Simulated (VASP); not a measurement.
Set up this calculation in VASP 6.6.1, as the native input.

```
Task                   : relaxation of cell and atoms
Functional             : PBE
Potentials or basis    : VASP PAW PBE potentials, release 64 (Ti_sv, B, N)
Cutoff                 : 520 eV
k mesh                 : 4 × 4 × 5
Occupations            : gaussian, width 0.15 eV
Spin                   : no spin polarisation
Further INCAR settings : PREC = Normal; ALGO = Fast; EDIFF = 0.0001; IBRION = 2; EDIFFG = -0.08; NSW = 24; ISIF = 3
```

The structure of Ti2BN lies in POSCAR:

```
Ti2BN
1.0
    4.2475397100      0.0000000000      0.0000000000
    0.0000000000      4.2475397100      0.0000000000
    0.0000000000      0.0000000000      3.1629132600
Ti B N
2 1 1
Direct
    0.5000000000      0.0000000000      0.5000000000
    0.0000000000      0.5000000000      0.5000000000
    0.5000000000      0.5000000000      0.0000000000
    0.0000000000      0.0000000000      0.0000000000
```

The cell was built by a generator and needn't be a form met in nature.

These files were run (other wordings do the same):

INCAR

```
  PREC = Normal
  ENCUT = 520
  EDIFF = 1E-4
  ISMEAR = 0
  SIGMA = 0.15
  LREAL = F
  LASPH = T
  NELM = 60
  ALGO = Fast
  ISIF = 3
  LWAVE = F
  LCHARG = F
  GGA = PE
  IBRION = 2
  NSW = 24
  EDIFFG = -0.08
```

KPOINTS

```
Automatic mesh
0
Gamma
  4 4 5
```

Potentials or basis: VASP PAW PBE potentials, release 64 (Ti_sv, B, N).

Command:

```sh
$ cat potpaw_PBE.64/Ti_sv/POTCAR potpaw_PBE.64/B/POTCAR potpaw_PBE.64/N/POTCAR > POTCAR
$ mpirun -np 1 vasp_std > vasp.out
```

It gave:

```json
{
  "Relaxed volume": "10.26 Å³/atom",
  "Relaxed cell": "a = 3.996 Å, b = 3.996 Å, c = 2.571 Å, α = 90.00°, β = 90.00°, γ = 90.00°",
  "Space group after relaxing (to 0.05 Å)": "P4/mmm (No. 123)",
  "Energy gained by relaxing": "580.3 meV/atom",
  "Ionic steps": "9",
  "Pressure after relaxing": "-0.2 GPa",
  "Band gap on the k mesh": "none (metal or under the smearing width)"
}
```

Caveat: the k mesh is coarse (spacing up to 0.40 Å⁻¹), so the values aren't converged; the volume moved by over 15 % at a fixed basis, so the end points are rough.

Wall time 58 s on 1 thread of Intel(R) Xeon(R) Platinum 8488C (Sapphire Rapids) (shared host), peak memory 0.14 GiB.
